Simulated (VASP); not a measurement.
Here is the system:

```xyz
8
Lattice="5.5609 0.0000 0.0000 0.0000 5.5609 0.0000 0.0000 0.0000 5.5609" Properties=species:S:1:pos:R:3 pbc="T T T"
Ga     5.5363     0.0246     0.0246
Ga     2.8050     2.7559     0.0246
Ga     2.8050     0.0246     2.7559
Ga     5.5363     2.7559     2.7559
P      1.3902     1.3902     1.3902
P      4.1707     4.1707     1.3902
P      4.1707     1.3902     4.1707
As     1.3902     4.1707     4.1707
```

Method: PBE GGA, VASP's PBE PAW potentials (set 64) (plane waves; VASP). Run with 400 eV cut-off, Gaussian smearing of 0.050 eV, potentials Ga_d P As.

Question: Give the energies of bands 29 to 42 at the high-symmetry points, in eV from the valence-band maximum.

Answer: 
```tsv
band	Γ	X	M	R
29	-2.65	-3.44	-3.38	-1.30
30	-2.65	-3.44	-3.25	-1.30
31	-2.54	-3.27	-3.25	-1.19
32	-2.54	-3.19	-3.15	-1.19
33	-2.54	-1.75	-1.38	-1.19
34	0.00	-1.75	-1.24	-0.86
35	0.00	-1.48	-1.02	-0.86
36	0.00	-1.48	-1.02	-0.86
37	1.17	2.03	2.85	1.36
38	1.44	2.24	2.85	1.39
39	1.78	3.42	3.01	1.39
40	1.78	3.55	3.19	1.39
41	1.78	4.62	5.46	4.55
42	1.78	4.67	5.49	4.55
```

The gap is direct, 1.17 eV, from the valence maximum at Γ to the conduction minimum at Γ.

The structure was generated: Ga4AsP3 was put into an ordered model structure (P-43m), which need not be its known phase. It was relaxed first.
